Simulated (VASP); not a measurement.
# Which face does Tc expose?, part 5 of 5

Which face of Tc is cheapest, and which holds its electrons hardest?

VASP 6.6.1; PBEsol; plane waves and PAW (Tc).

So far. Step 5 (Vacuum level and density of states, 8 atoms, face …): The vacuum level lies 4.77 eV above the Fermi level at the upper face; both faces agree, as the slab has next to no dipole. Step 6 (Relaxing the slab, 12 atoms, face Tc(10-10)): The run ended after 10 ionic steps, 0.176 eV below its first step, once the forces on the free atoms met EDIFFG = -0.03.

### Step 7. Potential and states of the slab, 12 atoms, face Tc(10-10)

INCAR reads:

```
SYSTEM = Tc
PREC = Normal
ENCUT = 320
EDIFF = 1E-06
NELM = 120
ISMEAR = 1
SIGMA = 0.15
LREAL = .FALSE.
ALGO = Fast
GGA = PS
NBANDS = 54
LASPH = .TRUE.
LORBIT = 11
LWAVE = .FALSE.
LCHARG = .TRUE.
KPAR = 4
IDIPOL = 3
LDIPOL = .TRUE.
DIPOL = 0.5 0.5 0.5
LVHAR = .TRUE.
LVACPOTAV = .TRUE.
NEDOS = 1500
```

POSCAR reads:

```
Tc
1.0
    2.7178253313      0.0000000000      0.0000000000
    0.0000000000      4.3440897713      0.0000000000
    0.0000000000      0.0000000000     27.5530974931
Tc
12
Direct
    0.0000000000      0.0000000000      0.2766399798
    0.5000000000      0.0000000000      0.3569494001
    0.5000000000      0.5000000000      0.3014947956
    0.0000000000      0.0000000000      0.4434221539
    0.0000000000      0.5000000000      0.3853916119
    0.5000000000      0.0000000000      0.5288684382
    0.5000000000      0.5000000000      0.4711315618
    0.0000000000      0.0000000000      0.6146083881
    0.0000000000      0.5000000000      0.5565778461
    0.5000000000      0.0000000000      0.6985052044
    0.5000000000      0.5000000000      0.6430505999
    0.0000000000      0.5000000000      0.7233600202
```

KPOINTS reads:

```
Automatic mesh
0
Gamma
11 7 1
0 0 0
```

PAW data sets: Tc (PBE family, release 64).

Command:

```console
mpirun -np 4 vasp_std
```

What it wrote:

```text
[... set-up lines as in an earlier step ...]
 entering main loop
       N       E                     dE             d eps       ncg     rms          rms(c)
DAV:   1     0.329619958869E+03    0.32962E+03   -0.28558E+04  2632   0.904E+02
DAV:   2    -0.105707047656E+03   -0.43533E+03   -0.40405E+03  3174   0.224E+02
DAV:   3    -0.140896094907E+03   -0.35189E+02   -0.33295E+02  3920   0.553E+01
DAV:   4    -0.142546069906E+03   -0.16500E+01   -0.15796E+01  3752   0.118E+01
DAV:   5    -0.142625523996E+03   -0.79454E-01   -0.78840E-01  4160   0.244E+00    0.601E+01
RMM:   6    -0.170497652821E+03   -0.27872E+02   -0.14226E+02  3908   0.284E+01    0.319E+01
RMM:   7    -0.264041930279E+03   -0.93544E+02   -0.33605E+02  4620   0.512E+01    0.371E+01
RMM:   8    -0.154632827034E+03    0.10941E+03   -0.46028E+01  3092   0.198E+01    0.242E+01
RMM:   9    -0.145431538049E+03    0.92013E+01   -0.19028E+01  3882   0.943E+00    0.202E+01
RMM:  10    -0.133059244869E+03    0.12372E+02   -0.12463E+01  3516   0.767E+00    0.902E+00
RMM:  11    -0.132546921255E+03    0.51232E+00   -0.24534E+00  3835   0.381E+00    0.703E+00
RMM:  12    -0.132629724176E+03   -0.82803E-01   -0.74249E-01  3892   0.188E+00    0.652E+00
RMM:  13    -0.131877269201E+03    0.75245E+00   -0.54267E-01  3720   0.148E+00    0.465E+00
RMM:  14    -0.131318642387E+03    0.55863E+00   -0.13722E+00  4143   0.230E+00    0.187E+00
RMM:  15    -0.131275294471E+03    0.43348E-01   -0.12728E-01  3891   0.845E-01    0.112E+00
RMM:  16    -0.131253880987E+03    0.21413E-01   -0.80912E-02  3689   0.627E-01    0.543E-01
RMM:  17    -0.131252736988E+03    0.11440E-02   -0.30365E-02  3828   0.430E-01    0.369E-01
RMM:  18    -0.131255354220E+03   -0.26172E-02   -0.10186E-02  3728   0.231E-01    0.353E-01
RMM:  19    -0.131252906805E+03    0.24474E-02   -0.37145E-03  3483   0.155E-01    0.230E-01
RMM:  20    -0.131253223348E+03   -0.31654E-03   -0.35218E-03  3449   0.151E-01    0.217E-01
RMM:  21    -0.131252313206E+03    0.91014E-03   -0.59544E-03  3888   0.150E-01    0.911E-02
RMM:  22    -0.131252160585E+03    0.15262E-03   -0.48192E-04  3105   0.649E-02    0.272E-02
RMM:  23    -0.131252279117E+03   -0.11853E-03   -0.44580E-04  3440   0.523E-02    0.365E-02
RMM:  24    -0.131252279196E+03   -0.79738E-07   -0.11091E-04  3275   0.306E-02    0.154E-02
RMM:  25    -0.131252323100E+03   -0.43903E-04   -0.46749E-05  3673   0.152E-02    0.130E-02
RMM:  26    -0.131252367492E+03   -0.44392E-04   -0.20174E-05  3278   0.107E-02    0.834E-03
RMM:  27    -0.131252408275E+03   -0.40783E-04   -0.58331E-06  2432   0.558E-03    0.279E-03
RMM:  28    -0.131252442026E+03   -0.33752E-04   -0.55580E-06  2394   0.520E-03    0.360E-03
RMM:  29    -0.131252475109E+03   -0.33083E-04   -0.25243E-06  2026   0.423E-03    0.228E-03
RMM:  30    -0.131252488706E+03   -0.13597E-04   -0.96215E-07  1824   0.240E-03    0.150E-03
RMM:  31    -0.131252494007E+03   -0.53012E-05   -0.52302E-07  1600   0.175E-03    0.771E-04
RMM:  32    -0.131252495725E+03   -0.17176E-05   -0.27269E-07  1203   0.131E-03    0.604E-04
RMM:  33    -0.131252496094E+03   -0.36883E-06   -0.13756E-07   959   0.110E-03
 [... a notice as in an earlier step ...]

   1 F= -.13125250E+03 E0= -.13125171E+03  d E =-.235311E-02
```

Elapsed: 67 s, on 4 MPI ranks of Intel Xeon 6975P-C (Granite Rapids), shared host; peak memory 1.1 GiB.

From OUTCAR (step 7):

```text
   NELECT =      84.0000    total number of electrons

 dipolmoment           0.000000      0.000000     -0.000000 electrons x Angstroem

 E-fermi :   4.7723

 k-point     1 :       0.0000    0.0000    0.0000
  band No.  band energies     occupation
    ...
     44       4.3324      2.00027
     45       4.4328      2.00624
     46       4.7050      1.68157
     47       4.7292      1.46497
     48       4.8168      0.52163
     49       4.9293     -0.05864
     50       4.9871     -0.06111
     51       5.1336     -0.00345
     52       5.8588     -0.00000
     53       5.9213     -0.00000
    ...

  Total       -4.6987835     -7.9027453     -0.6151216      0.0000000      0.0000000      0.0000000
  in kB      -23.1422326    -38.9222379     -3.0295685      0.0000000      0.0000000      0.0000000
  external PRESSURE =     -21.6980130 kB  Pullay stress =       0.0000000 kB

 POSITION                                       TOTAL-FORCE (eV/Angst)
 -----------------------------------------------------------------------------------
      0.00000      0.00000      7.62229         0.000000      0.000000     -0.023316
      1.35891      0.00000      9.83506         0.000000      0.000000      0.019899
      1.35891      2.17204      8.30712         0.000000      0.000000      0.015533
      0.00000      0.00000     12.21765         0.000000      0.000000     -0.010673
      0.00000      2.17204     10.61873         0.000000      0.000000      0.000626
      1.35891      0.00000     14.57196         0.000000      0.000000     -0.011622
      1.35891      2.17204     12.98113         0.000000      0.000000      0.011622
      0.00000      0.00000     16.93436         0.000000      0.000000     -0.000626
      0.00000      2.17204     15.33544         0.000000      0.000000      0.010673
      1.35891      0.00000     19.24598         0.000000      0.000000     -0.015533
      1.35891      2.17204     17.71804         0.000000      0.000000     -0.019899
      0.00000      2.17204     19.93081         0.000000      0.000000      0.023316
 -----------------------------------------------------------------------------------
    total drift:                                0.000000     -0.000000     -0.000000

  FREE ENERGIE OF THE ION-ELECTRON SYSTEM (eV)
  ---------------------------------------------------
  free  energy   TOTEN  =      -131.2524960939 eV

  energy  without entropy=     -131.2501429859  energy(sigma->0) =     -131.25171172

 vacuum level on the upper side and lower side of the slab         9.378         9.378

[... 8 parts as in an earlier step ...]

[... 9 further parts left out ...]
```

Numbers from this step:

```yaml
electronic_cycles: 33
vacuum_levels: 9.378, 9.378 eV
work_functions_of_the_upper_and_lower_face: 4.606, 4.606 eV
```

The planar average of the electrostatic potential oscillates, so the rows of the table below give means over windows of 2.35 Å about each position, cut where the curve ends. Its maxima inside the range that stand out by 2 % of the span (Å: eV): 9.1: -7.67, 11.4: -6.30, 13.8: -6.38, 16.2: -6.30, 18.5: -7.67. Its minima: 8.0: -21.7, 10.3: -20.5, 12.6: -20.7, 15.0: -20.7, 17.3: -20.5, 19.6: -21.7.

Zero at the Fermi level. The planar average of the electrostatic potential by height; means over each step:

```tsv
height (Å)	planar average of the electrostatic potential (eV)
1.18	4.61
3.53	4.60
5.88	2.79
8.23	-14.0
10.58	-13.5
12.93	-13.5
15.28	-13.5
17.63	-13.8
19.98	-11.8
22.33	4.27
24.68	4.60
27.03	4.61
```

Density of states in the PAW spheres, an atom over height of the layer and energy from the Fermi level.

Values in states/eV, 22 rows by 12 columns, each cell a mean:
```
0.91 0.90 0.68 0.75 0.76 0.73 0.73 0.76 0.75 0.68 0.90 0.91
1.33 0.93 0.94 0.86 0.96 1.00 1.00 0.96 0.86 0.94 0.93 1.33
1.52 1.14 1.01 1.03 1.21 1.28 1.28 1.21 1.03 1.01 1.14 1.52
1.60 1.22 1.01 1.37 1.62 1.40 1.40 1.62 1.37 1.01 1.22 1.60
1.71 1.46 1.15 1.50 1.46 1.45 1.45 1.46 1.50 1.15 1.46 1.71
1.61 1.46 1.27 1.54 1.31 1.43 1.43 1.31 1.54 1.27 1.46 1.61
1.24 1.29 1.38 1.37 1.30 1.38 1.38 1.30 1.37 1.38 1.29 1.24
1.01 1.10 1.12 0.83 0.89 0.77 0.77 0.89 0.83 1.12 1.10 1.01
1.25 1.35 1.05 1.07 1.16 1.07 1.07 1.16 1.07 1.05 1.35 1.25
1.38 1.45 1.08 1.14 1.11 1.11 1.11 1.11 1.14 1.08 1.45 1.38
0.77 1.01 1.17 1.06 1.08 1.19 1.19 1.08 1.06 1.17 1.01 0.77
0.79 1.03 1.22 1.11 1.26 1.34 1.34 1.26 1.11 1.22 1.03 0.79
0.87 1.00 1.06 0.89 0.89 0.88 0.88 0.89 0.89 1.06 1.00 0.87
1.04 1.41 1.73 1.46 1.24 1.30 1.30 1.24 1.46 1.73 1.41 1.04
0.79 1.04 1.62 1.48 1.26 1.23 1.23 1.26 1.48 1.62 1.04 0.79
0.34 0.46 0.90 0.85 0.82 0.80 0.80 0.82 0.85 0.90 0.46 0.34
0.08 0.11 0.19 0.18 0.16 0.15 0.15 0.16 0.18 0.19 0.11 0.08
0.03 0.05 0.09 0.10 0.09 0.09 0.09 0.09 0.10 0.09 0.05 0.03
0.02 0.03 0.06 0.06 0.04 0.04 0.04 0.04 0.06 0.06 0.03 0.02
0.01 0.01 0.03 0.04 0.05 0.05 0.05 0.05 0.04 0.03 0.01 0.01
0.00 0.00 0.00 0.00 0.01 0.01 0.01 0.01 0.00 0.00 0.00 0.00
0.00 0.00 0.00 0.00 0.00 0.00 0.00 0.00 0.00 0.00 0.00 0.00
```
Columns: height of the layer (Å) from 7.6 to 19.9 (not evenly spaced); rows upwards: energy from the Fermi level (eV) from -7.9 to 0.5.

Valence density in the ca plane at fractional y = 0.000, with atoms of Tc within 0.2 Å of it. It is the smooth field of the valence electrons, not physical close to the nuclei.

Values in e/Å³, 5 rows by 16 columns, each cell a mean:
```
0.4 0.5 0.5 1.4 0.6 0.5 0.4 0.7 1.3 0.4 0.5 0.2 0.0 0.0 0.0 0.0
0.8 1.1 0.4 0.6 0.4 1.1 0.9 0.4 0.6 0.5 1.3 0.4 0.0 0.0 0.0 0.0
1.0 1.5 0.4 0.4 0.4 1.4 1.1 0.3 0.4 0.5 1.7 0.6 0.0 0.0 0.0 0.0
0.7 0.8 0.4 0.8 0.4 0.8 0.7 0.5 0.8 0.5 1.0 0.4 0.0 0.0 0.0 0.0
0.4 0.4 0.5 1.7 0.6 0.4 0.4 0.8 1.6 0.4 0.4 0.2 0.0 0.0 0.0 0.0
```
Columns run along c (16.0 Å, from fractional 0.32 to 0.90 of the cell), rows up along a (2.7 Å). Atoms in or near the plane, at fractional coordinates: Tc at (0.36, 0.50), Tc at (0.44, 0.00), Tc at (0.53, 0.50), Tc at (0.61, 0.00), Tc at (0.70, 0.50).

The map of layer states is cut here 0.5 eV above the Fermi level, so it leaves out the states above that.

The vacuum level lies 4.61 eV above the Fermi level at the upper face; both faces agree, as the slab has next to no dipole.

The program found no field-free point at its default tolerance, but its printed level agrees with the flat part of the planar average.

On this mesh the fine structure of the density of states is sampling noise, and high empty states may be cut by the number of bands.

### Step 8. The faces side by side

This step: surfaces of a metal, PBEsol; plane waves and PAW (VASP 6.6.1).

No new run; the numbers come from the runs before.

Symmetric slabs, all atoms free. All faces:

```tsv
face	layers	area a surface atom (Å²)	work function (eV)	surface energy as cut (J/m²)	surface energy relaxed (J/m²)	change of the top spacing (%)
Tc(0001)	8	6.397	4.774	2.895	2.522	-7.31
Tc(10-10)	12	11.81	4.606	3.049	2.929	-12.71
```

Each surface energy is the slab's energy less its number of atoms times the bulk energy of -11.2974 eV, over twice the cell's area.

### Step 9. Results

| Quantity | Value |
| --- | --- |
| Tc(0001) | 2.52 J/m², 4.77 eV |
| Tc(10-10) | 2.93 J/m², 4.61 eV |

**Reading.** The cheapest face is Tc(0001) at 2.52 J/m², against 2.93 for Tc(10-10). The work functions are 4.77 eV for Tc(0001) and 4.61 eV for Tc(10-10). The densest face has the highest work function, as the smoothing of the electron density over an open face lowers the surface dipole. The densest face is also the cheapest, since it cuts the fewest bonds an area. The top spacing changes by -7.3 % on Tc(0001) and -12.7 % on Tc(10-10). Of the two ends of the prism face, the one with the short outer spacing was run. One thickness was run for each face, and bulk and slab meshes don't match, which leaves some hundredths of a J/m². The cells are 1 × 1 and can't reconstruct.

[Lines on the potential files, build, host, timing and source positions are cut from VASP's logs without a mark.]

[Logs are printed without paths, hosts, clocks, repeated set-up lines and the standing remarks that a program may print on its own settings, such as how far it seeks lower states.]

[Hosts, paths, dates, database ids (printed as entryN), source tags and the programs' standing remarks are cut or masked in the printed files.]

[Runs that stopped without an error message from VASP are left out.]
